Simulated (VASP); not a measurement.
An input for Ansatz (written as the equivalent of a VASP run, and not itself run):

Ansatz 0.2 input:
```yaml
crystal:
  lattice:
    - [0.0000000, 2.7846000, 2.7846000]
    - [2.7846000, 0.0000000, 2.7846000]
    - [2.7846000, 2.7846000, 0.0000000]
  atoms:
    - { symbol: Al, position: [0.0000000, 0.0000000, 0.0000000] }
    - { symbol: P, position: [0.2500000, 0.2500000, 0.2500000] }
kpoints:
  mp_grid: { grid: [7, 7, 7] }
hamiltonian:
  xc: pbe
  pseudopotentials: { kind: paw }
magnetization: { noncollinear: true, spin_orbit: true }
scf:
  occupations: { method: gaussian, width: 0.05 }
  max_iter: 100
output: { forces: true, stress: true, eigenvalues: true }
```

### Question
Translate this input to VASP (INCAR, KPOINTS, POSCAR, choice of POTCAR).

### Answer
This is not unique; one that fits is 
**INCAR**
```
SYSTEM = AlP
PREC = Accurate
ENCUT = 400
EDIFF = 1E-6
NELM = 100
ALGO = Normal
LREAL = .FALSE.
LASPH = .TRUE.
ISMEAR = 0
SIGMA = 0.05
GGA = PE
LWAVE = .FALSE.
LCHARG = .FALSE.
ISIF = 2
LSORBIT = .TRUE.
MAGMOM = 0 0 0 0 0 0
GGA_COMPAT = .FALSE.
```

POSCAR:
```
AlP
1.0
  0.0000000000   2.7846000000   2.7846000000
  2.7846000000   0.0000000000   2.7846000000
  2.7846000000   2.7846000000   0.0000000000
Al P
1 1
Cartesian
  0.0000000000   0.0000000000   0.0000000000
  1.3923000000   1.3923000000   1.3923000000
```

KPOINTS:
```
Automatic mesh
0
Gamma
7 7 7
0 0 0
```

POTCAR, in this order: Al P (PBE.64 set). Program: vasp_ncl.

The two are equivalent in intent, not identical: each code has its own PAW files, so the cut-off isn't converted (ENCUT is set for VASP's; basis.ecutwfc is left out, and Ansatz then takes the one that its files recommend); Ansatz stops its SCF on the density residual and VASP on the energy change (EDIFF).

The compound is AlP in the zinc blende structure. The cell was not relaxed at this level. The run is one of a series of settings (GGA_COMPAT = .FALSE., LSORBIT = .TRUE., MAGMOM = 0 0 0 0 0 0, program vasp_ncl against the base run), some of them coarse on purpose.
